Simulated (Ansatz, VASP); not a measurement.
## Cross-check of HfGe2N4 (HfGe2N4 monolayer) between VASP and Ansatz

Wanted: the spread between two codes on one cell, functional and k mesh. The cell is taken from a series of runs on this material, whose earlier steps may have relaxed, scaled, displaced or heated it; both programs get it as it stands.

Main program and level: Ansatz 0.2.0; plane waves, with VASP 6.6.1 beside it; single point at PBE with D3(BJ).

## Step 1: Set-up

The cell holds 7 atoms: 4 N, 2 Ge and 1 Hf. Its edges and angles: a = 3.132 Å, b = 3.132 Å, c = 25.334 Å, α = 90.0°, β = 90.0°, γ = 120.0°. Vacuum lies along c.

Structure file:

```xyz
7
Lattice="3.1323 0.0000 0.0000 -1.5661 2.7126 0.0000 0.0000 0.0000 25.3338" Properties=species:S:1:pos:R:3
N     0.0000    0.0000    9.0000
N     0.0000    1.8084   11.4478
N     0.0000    1.8084   13.8859
N     0.0000    0.0000   16.3338
Ge    0.0000    1.8084    9.5783
Ge    0.0000    1.8084   15.7554
Hf    0.0000    0.0000   12.6669
```

## Step 2: VASP: single point, PBE with D3(BJ)

A single point gives forces, pressure and levels at one fixed geometry, so differences don't come from the geometry; what else differs is listed under the comparison.

Lines of VASP's logs that name or quote its potential files are left out, and so is its time.

INCAR

```
SYSTEM = HfGe2N4
PREC = Accurate
ENCUT = 520
EDIFF = 1E-06
NELM = 120
ISMEAR = -1
SIGMA = 0.02585
LREAL = .FALSE.
ALGO = Normal
GGA = PE
IVDW = 12
NBANDS = 36
LASPH = .TRUE.
LORBIT = 11
LWAVE = .FALSE.
LCHARG = .FALSE.
ISIF = 2
LDIPOL = .TRUE.
IDIPOL = 3
DIPOL = 0.5 0.5 0.5
LVHAR = .TRUE.
GGA_COMPAT = .FALSE.
EFERMI = MIDGAP
NELMDL = -8
KPAR = 2
```

POSCAR

```
HfGe2N4
1.0
    3.1322659603      0.0000000000      0.0000000000
   -1.5661329802      2.7126218930      0.0000000000
    0.0000000000      0.0000000000     25.3337575489
N Ge Hf
4 2 1
Direct
    0.0000000000      0.0000000000      0.3552572090
    0.3333333333      0.6666666667      0.4518811044
    0.3333333333      0.6666666667      0.5481188956
    0.0000000000      0.0000000000      0.6447427910
    0.3333333333      0.6666666667      0.3780853705
    0.3333333333      0.6666666667      0.6219146295
    0.0000000000      0.0000000000      0.5000000000
```

KPOINTS

```
Automatic mesh
0
Gamma
18 18 1
0 0 0
```

PAW data sets: N, Ge_d and Hf_pv (PBE family, release 64).

The run is started by

```
> mpirun -np 2 vasp_std
```

Numbers of over 12 decimals in the logs are rounded to 6 here.

What it wrote:

```text
[banner, memory and clock lines left out]
running    2 mpi-ranks, on    1 nodes
 distrk:  each k-point on    1 cores,    2 groups
 distr:  one band on    1 cores,    1 groups

 POSCAR found type information on POSCAR N GeHf
 POSCAR found :  3 types and       7 ions
 LDA part: xc-table for (Slater+PW92), standard interpolation
 POSCAR, INCAR and KPOINTS ok, starting setup
 FFT: planning ... GRIDC
 FFT: planning ... GRID_SOFT
 FFT: planning ... GRID
 WAVECAR not read
 entering main loop
       N       E                     dE             d eps       ncg     rms          rms(c)
DAV:   1     0.655163474058E+03    0.65516E+03   -0.29410E+04  3440   0.250E+03
DAV:   2     0.451534462998E+02   -0.61001E+03   -0.59182E+03  3220   0.749E+02
DAV:   3    -0.590471089133E+02   -0.10420E+03   -0.10268E+03  3600   0.200E+02
DAV:   4    -0.651323430013E+02   -0.60852E+01   -0.60567E+01  3520   0.613E+01
DAV:   5    -0.653468339192E+02   -0.21449E+00   -0.21421E+00  4016   0.982E+00
DAV:   6    -0.653521093622E+02   -0.52754E-02   -0.52746E-02  4104   0.126E+00
DAV:   7    -0.653521901028E+02   -0.80741E-04   -0.80737E-04  4056   0.152E-01
DAV:   8    -0.653521930643E+02   -0.29615E-05   -0.29616E-05  4024   0.259E-02    0.587E+01
DAV:   9    -0.555213253733E+02    0.98309E+01   -0.45890E+01  3852   0.512E+01    0.496E+01
DAV:  10    -0.554904437779E+02    0.30882E-01   -0.32499E+00  3208   0.104E+01    0.221E+01
DAV:  11    -0.554812028742E+02    0.92409E-02   -0.26323E-01  3724   0.441E+00    0.223E+00
DAV:  12    -0.554755114146E+02    0.56915E-02   -0.80937E-02  3516   0.219E+00    0.102E+00
DAV:  13    -0.554755248351E+02   -0.13420E-04   -0.94135E-03  3916   0.656E-01    0.567E-01
DAV:  14    -0.554754375634E+02    0.87272E-04   -0.17563E-03  3736   0.274E-01    0.269E-01
[...]
DAV:  20    -0.554757070883E+02   -0.23030E-04   -0.23223E-06  2748   0.101E-02    0.263E-02
DAV:  21    -0.554757647020E+02   -0.57614E-04   -0.47778E-06  2748   0.121E-02    0.110E-02
DAV:  22    -0.554757746977E+02   -0.99957E-05   -0.69556E-07  2284   0.558E-03    0.694E-03
DAV:  23    -0.554757880666E+02   -0.13369E-04   -0.35249E-07  2172   0.330E-03    0.800E-04
DAV:  24    -0.554757914866E+02   -0.34201E-05   -0.98150E-08  2084   0.209E-03    0.143E-03
DAV:  25    -0.554757929403E+02   -0.14537E-05   -0.10834E-07  2132   0.132E-03    0.729E-04
DAV:  26    -0.554757939878E+02   -0.10475E-05   -0.33462E-08  1936   0.877E-04    0.108E-03
DAV:  27    -0.554757949110E+02   -0.92318E-06   -0.18007E-08  1884   0.747E-04
   1 F= -.56995315E+02 E0= -.56995315E+02  d E =-.586964E-15
```

From OUTCAR (step 2):

```text
ion  position               nearest neighbor table
   1  0.000  0.000  0.355-   5 1.90   5 1.90   5 1.90
   2  0.333  0.667  0.452-   5 1.87   7 2.18   7 2.18   7 2.18
   3  0.333  0.667  0.548-   6 1.87   7 2.18   7 2.18   7 2.18
   4  0.000  0.000  0.645-   6 1.90   6 1.90   6 1.90
   5  0.333  0.667  0.378-   2 1.87   1 1.90   1 1.90   1 1.90
   6  0.333  0.667  0.622-   3 1.87   4 1.90   4 1.90   4 1.90
   7  0.000  0.000  0.500-   2 2.18   3 2.18   2 2.18   3 2.18   2 2.18   3 2.18

  LATTYP: Found a hexagonal cell.
 ALAT       =     3.1322659603
 C/A-ratio  =     8.0879969549

 Subroutine GETGRP returns: Found 12 space group operations
 (whereof 12 operations were pure point group operations)

The static configuration has the point symmetry D_3h.

 Found     37 irreducible k-points:

   k-points           NKPTS =     37   k-points in BZ     NKDIM =     37   number of bands    NBANDS=     36

   dimension x,y,z NGX =    24 NGY =   24 NGZ =  192
   dimension x,y,z NGXF=    48 NGYF=   48 NGZF=  384

   ENCUT  =  520.0 eV  38.22 Ry    6.18 a.u.   5.82  5.82 47.10*2*pi/ulx,y,z

   NELECT =      58.0000    total number of electrons

 k-points in reciprocal lattice and weights: Automatic mesh
   0.00000000  0.00000000  0.00000000       0.003
   0.05555556 -0.00000000  0.00000000       0.019
   0.11111111 -0.00000000  0.00000000       0.019
   0.16666667 -0.00000000  0.00000000       0.019
   0.22222222 -0.00000000  0.00000000       0.019
   0.27777778 -0.00000000  0.00000000       0.019
   0.33333333  0.00000000  0.00000000       0.019
   0.38888889 -0.00000000  0.00000000       0.019
   0.44444444 -0.00000000  0.00000000       0.019
[...]
0.33333333  0.27777778  0.00000000       0.037
   0.33333333  0.33333333  0.00000000       0.006

 dipolmoment           0.000000      0.000000      0.000000 electrons x Angstroem

 average (electrostatic) potential at core
       1 -69.9571       2 -69.0449       3 -69.0449       4 -69.9571       5 -80.9726
       6 -80.9726       7 -43.1844

 E-fermi :  -1.3561

 k-point     1 :       0.0000    0.0000    0.0000
  band No.  band energies     occupation
    ...
     25      -3.7693      2.00000
     26      -3.7693      2.00000
     27      -2.7811      2.00000
     28      -2.7811      2.00000
     29      -2.4828      2.00000
     30      -0.5395      0.00000
     31       0.5171      0.00000
     32       2.1736      0.00000
     33       3.0525      0.00000
     34       3.7404      0.00000
    ...

 k-point     2 :       0.0556   -0.0000    0.0000
  band No.  band energies     occupation
    ...
     25      -3.8549      2.00000
     26      -3.7876      2.00000
     27      -2.8728      2.00000
     28      -2.8274      2.00000
     29      -2.3650      2.00000
     30      -0.2889      0.00000
     31       0.6904      0.00000
     32       1.9734      0.00000
     33       3.2442      0.00000
     34       3.7613      0.00000
    ...

 k-point     3 :       0.1111   -0.0000    0.0000
  band No.  band energies     occupation
    ...
     25      -3.7838      2.00000
     26      -3.7491      2.00000
     27      -3.0163      2.00000
     28      -2.9576      2.00000
     29      -2.2724      2.00000
     30       0.2194      0.00000
     31       1.1082      0.00000
     32       1.5624      0.00000
     33       3.7168      0.00000
     34       3.8216      0.00000
    ...

 Edisp (eV)   -1.51952

  Total      -0.48778    -0.48778    -0.47862     0.00000     0.00000     0.00000
  in kB      -3.63067    -3.63067    -3.56247     0.00000     0.00000     0.00000
  external pressure =       -3.61 kB  Pullay stress =        0.00 kB

  energy-cutoff  :      520.00
  volume of cell :      215.25
      direct lattice vectors                 reciprocal lattice vectors
     3.132265960  0.000000000  0.000000000     0.319257692  0.184323514  0.000000000
    -1.566132980  2.712621893  0.000000000     0.000000000  0.368647028  0.000000000
     0.000000000  0.000000000 25.333757549     0.000000000  0.000000000  0.039473023

 POSITION                                       TOTAL-FORCE (eV/Angst)
 -----------------------------------------------------------------------------------
      0.00000      0.00000      9.00000        -0.000000     -0.000000      0.018517
     -0.00000      1.80841     11.44785         0.000000     -0.000000      0.085802
     -0.00000      1.80841     13.88591         0.000000     -0.000000     -0.085802
      0.00000      0.00000     16.33376        -0.000000      0.000000     -0.018517
     -0.00000      1.80841      9.57832         0.000000      0.000000      0.009134
     -0.00000      1.80841     15.75543        -0.000000     -0.000000     -0.009134
      0.00000      0.00000     12.66688         0.000000     -0.000000     -0.000000
 -----------------------------------------------------------------------------------
    total drift:                               -0.000001      0.000001     -0.000000

  FREE ENERGIE OF THE ION-ELECTRON SYSTEM (eV)
  ---------------------------------------------------
  free  energy   TOTEN  =       -56.9953145686 eV

  energy  without entropy=      -56.9953145686  energy(sigma->0) =      -56.99531457

 vacuum level on the upper side and lower side of the slab         4.609         4.609

 total charge
# of ion       s       p       d       tot
------------------------------------------
    1        1.238   2.482   0.000   3.720
    2        1.245   2.544   0.000   3.789
    3        1.245   2.544   0.000   3.789
    4        1.238   2.482   0.000   3.720
    5        1.012   1.265  10.299  12.575
    6        1.012   1.265  10.299  12.575
    7        0.348   6.691   1.650   8.688
--------------------------------------------------
tot          7.337  19.271  22.247  48.856

[... 3 further parts left out ...]
```

[end of part 1 of 2]

[Lines on the potential files, build, host, timing and source positions are cut from VASP's logs without a mark.]

[Logs are printed without paths, hosts, clocks, repeated set-up lines and the standing remarks that a program may print on its own settings, such as how far it seeks lower states.]

[Hosts, paths, dates, database ids (printed as entryN), source tags and the programs' standing remarks are cut or masked in the printed files.]
